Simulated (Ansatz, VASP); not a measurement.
# LiCaCl3: VASP beside Ansatz, part 3 of 3

Wanted: the spread between two codes on one cell, functional and k mesh. The cell is generated by rule, not measured, and may not be a known phase. The cell is taken from a series of runs on this material, whose earlier steps may have relaxed, scaled, displaced or heated it; both programs get it as it stands.

VASP 6.6.1 and Ansatz 0.2.0.

So far: The starting structure; VASP: relaxation of cell and atoms, PBEsol, pair 1; Ansatz: relaxation of cell and atoms, PBEsol, pair 1; Side by side; VASP: relaxation of cell and atoms, PBEsol, pair 2; Ansatz: relaxation of cell and atoms, PBEsol, pair 2.

## 8. VASP: relaxation of cell and atoms, PBEsol, pair 3

Level of this step: PBEsol; plane waves and PAW (Li_sv, Ca_sv, Cl); invented cell (VASP).

The relaxed volume is the usual yardstick between codes: in a stiff, nearly cubic crystal its relative difference is about their pressure difference at one cell divided by the bulk modulus. This pair takes another cell of the material, with 10 atoms against 5 for the pair before.

Contents of INCAR:

```
SYSTEM = LiCaCl3
PREC = Accurate
ENCUT = 750
EDIFF = 1E-07
NELM = 120
ISMEAR = 0
SIGMA = 0.01
LREAL = .FALSE.
ALGO = Normal
GGA = PS
NBANDS = 44
LORBIT = 11
LWAVE = .FALSE.
LCHARG = .FALSE.
ISIF = 3
IBRION = 2
NSW = 80
EDIFFG = -0.005
LASPH = .TRUE.
GGA_COMPAT = .FALSE.
NELMIN = 4
EFERMI = MIDGAP
KPAR = 2
```

Contents of POSCAR:

```
LiCaCl3
1.0
   -3.4905610000      5.2344880000      3.8673140000
    3.4905610000     -5.2344880000      3.8673140000
    3.4905610000      5.2344880000     -3.8673140000
Li Ca Cl
2 2 6
Direct
    0.0023321096      0.7523321096      0.2500000000
    0.9976678904      0.2476678904      0.7500000000
    0.0000000000      0.5000000000      0.5000000000
    0.5000000000      0.5000000000      0.0000000000
    0.1705303365      0.5000000716      0.1705304081
    0.8294696635      0.5000000716      0.8294697351
    0.8294696635      0.9999999284      0.3294695919
    0.1705303365      0.0000000716      0.6705304081
    0.6774541710      0.4274541710      0.2500000000
    0.3225458290      0.5725458290      0.7500000000
```

Contents of KPOINTS:

```
Automatic mesh
0
Gamma
4 4 4
0 0 0
```

PAW data sets: Li_sv, Ca_sv and Cl (PBE family, release 64).

Launch:

```bash
mpirun -np 2 vasp_std
```

Numbers of over 12 decimals in the logs are rounded to 6 here.

The program printed:

```text
[banner, memory and clock lines left out]
running    2 mpi-ranks, on    1 nodes
[...]
[... a notice as in an earlier step ...]

 LDA part: xc-table for (Slater+PW92), standard interpolation
 POSCAR, INCAR and KPOINTS ok, starting setup
[...]
entering main loop
       N       E                     dE             d eps       ncg     rms          rms(c)
DAV:   1     0.735206888715E+03    0.73521E+03   -0.36334E+04  1584   0.183E+03
DAV:   2     0.371808712641E+02   -0.69803E+03   -0.67715E+03  2104   0.408E+02
DAV:   3    -0.363976042842E+02   -0.73578E+02   -0.73258E+02  2056   0.118E+02
DAV:   4    -0.415572843789E+02   -0.51597E+01   -0.51462E+01  2832   0.303E+01
[...]
DAV:  15    -0.411360781328E+02   -0.74420E-06   -0.14871E-06  1772   0.536E-03    0.231E-03
DAV:  16    -0.411360782920E+02   -0.15920E-06   -0.10521E-07  1408   0.144E-03    0.979E-04
DAV:  17    -0.411360783083E+02   -0.16273E-07   -0.46945E-08  1324   0.102E-03
   1 F= -.41136078E+02 E0= -.41136078E+02  d E =-.411361E+02
[... from here on, the cycles between the ionic steps are left out ...]
   2 F= -.41136255E+02 E0= -.41136255E+02  d E =-.176251E-03
   3 F= -.41136268E+02 E0= -.41136268E+02  d E =-.189348E-03
   4 F= -.41136268E+02 E0= -.41136268E+02  d E =-.189464E-03
   5 F= -.41136284E+02 E0= -.41136284E+02  d E =-.161252E-04
   6 F= -.41136311E+02 E0= -.41136311E+02  d E =-.435618E-04
[...]
reached required accuracy - stopping structural energy minimisation
```

From OUTCAR (step 8):

```text
  Total       -0.0159708      0.0098807     -0.0095472      0.0000000     -0.0000000      0.0000000
  in kB       -0.0902848      0.0558569     -0.0539715      0.0000000     -0.0000000      0.0000000
  external PRESSURE =      -0.0294665 kB  Pullay stress =       0.0000000 kB

 POSITION                                       TOTAL-FORCE (eV/Angst)
 -----------------------------------------------------------------------------------
      3.49230     -2.62001      1.95279         0.000000      0.000000     -0.003610
     -0.00000      7.86002      1.91906        -0.000000     -0.000000      0.003610
      3.49230      0.00000      0.00000         0.000000     -0.000000     -0.000000
      0.00000      0.00000      3.87185        -0.000000     -0.000000     -0.000000
      1.74615     -0.83505      1.93593        -0.000000     -0.001526      0.000000
      1.74615      6.07507      1.93593        -0.000000      0.001526      0.000000
      1.74615      0.83505      5.80778         0.000000      0.001526     -0.000000
      1.74615      4.40496     -1.93593        -0.000000     -0.001526      0.000000
     -0.00000      2.62001      3.30986         0.000000     -0.000000     -0.000245
      3.49230      2.62001      0.56199         0.000000     -0.000000      0.000245
 -----------------------------------------------------------------------------------
    total drift:                               -0.000927     -0.000000     -0.000169

  FREE ENERGIE OF THE ION-ELECTRON SYSTEM (eV)
  ---------------------------------------------------
  free  energy   TOTEN  =       -41.1363113342 eV

  energy  without entropy=      -41.1363113342  energy(sigma->0) =      -41.13631133

[... 1 part as in an earlier step ...]

[... 3 further parts left out ...]
[key lines of the parts left out:]
E-fermi :   1.2515
```

The run keeps the 8 symmetry operations of its start, so it cannot find a distortion of lower symmetry.

## 9. Ansatz: relaxation of cell and atoms, PBEsol, pair 3

The same cell, functional and mesh now go to Ansatz, which takes its cutoff from its data sets.

The cell is taken from a series of runs on this material, whose earlier steps may have relaxed, scaled, displaced or heated it; both programs get it as it stands.

Contents of input.yaml:

```yaml
crystal:
  lattice:
    - [-3.4905611673, 5.2344880918, 3.8673140473]
    - [3.4905611673, -5.2344880918, 3.8673140473]
    - [3.4905611673, 5.2344880918, -3.8673140473]
  atoms:
    - { symbol: Li, position: [0.0023321617, 0.7523321617, 0.25] }
    - { symbol: Li, position: [0.9976678383, 0.2476678383, 0.75] }
    - { symbol: Ca, position: [0.0, 0.5, 0.5] }
    - { symbol: Ca, position: [0.5, 0.5, 0.0] }
    - { symbol: Cl, position: [0.1705303126, 0.5, 0.1705303126] }
    - { symbol: Cl, position: [0.8294696874, 0.5, 0.8294696874] }
    - { symbol: Cl, position: [0.8294696874, 0.0, 0.3294696874] }
    - { symbol: Cl, position: [0.1705303126, 0.0, 0.6705303126] }
    - { symbol: Cl, position: [0.6774541308, 0.4274541308, 0.25] }
    - { symbol: Cl, position: [0.3225458692, 0.5725458692, 0.75] }
kpoints:
  mp_grid: { grid: [4, 4, 4] }
hamiltonian:
  xc: pbesol
  pseudopotentials: { kind: paw, azcp: { folder: soft_1 }, xc_functional: pbe }
scf:
  occupations: { method: fixed }
output:
  forces: true
  stress: true
  eigenvalues: true
relax:
  adjacent_minimum: "off"
  f_tol: 0.001
  max_steps: 60
  cell: { stress_tol: 0.01 }
```

Launch:

```bash
ansatz run input.yaml --threads 4 --pin off --max-ram 16384MiB --backend cpu --events-out ev --progress --plain --runs-dir out
```

The program printed:

```text
[...]
Crystal: 10 atoms, lattice volume = 282.643 Å³
Basis set: ecut = 420 eV, 5519 PW (Γ), exchange–correlation on 100×100×100 points (8 copies of the dense FFT grid, shifted against one another)
Bands: 44, of which v1, the nominal top of the filled ones, is band 34 counted from 1 (33 counted from 0)
Symmetry: 8 space group operations
[...]
k-points: 18 of 64
[...]
- { symbol: Ca, position: [0.500000, 0.500000, 0.0] }
    - { symbol: Cl, position: [0.1705303126, 0.500000, 0.1705303126] }
    - { symbol: Cl, position: [0.829470, 0.500000, 0.829470] }
    - { symbol: Cl, position: [0.829470, 2.7755575615628914e-17, 0.329470] }
    - { symbol: Cl, position: [0.170530, 5.551115123125783e-17, 0.6705303126] }
    - { symbol: Cl, position: [0.6774541308, 0.4274541308, 0.250000] }
    - { symbol: Cl, position: [0.322546, 0.572546, 0.750000] }
[key lines of the parts left out:]
SCF converged after 7 iterations
Free energy (F): -10379.316899 eV
Fermi energy:    0.212539 eV
P = ⅓ Tr σ = 0.0004 GPa (0.004 kbar)
```

## 10. Side by side

Both answers:

```csv
quantity,Ansatz,VASP,difference
volume (Å³),282.64,283.41,-0.27 %
"edge a after relaxation, in the typed setting (Å)",7.385,7.392,-0.10 %
```

## 11. Outcome

```json
{"difference in volume (relaxation of cell and atoms, PBEsol, pair 1)": "-0.30 %", "difference in volume (relaxation of cell and atoms, PBEsol, pair 2)": "-0.33 %", "difference in volume (relaxation of cell and atoms, PBEsol, pair 3)": "-0.27 %"}
```

**Reading.** The difference in volume is -0.33 % (relaxation of cell and atoms, PBEsol, pair 2), within the 1.2 % picked in this series as the mark of a large difference, as far as the stopping tolerances let one tell. 1 further run of this series is not shown here. Such differences can come from data sets, numerical settings and the points named under the comparisons, not from the functional's error against experiment.

[Lines on the potential files, build, host, timing and source positions are cut from VASP's logs without a mark.]

[Logs are printed without paths, hosts, clocks, repeated set-up lines and the standing remarks that a program may print on its own settings, such as how far it seeks lower states.]

[Hosts, paths, dates, database ids (printed as entryN), source tags and the programs' standing remarks are cut or masked in the printed files.]
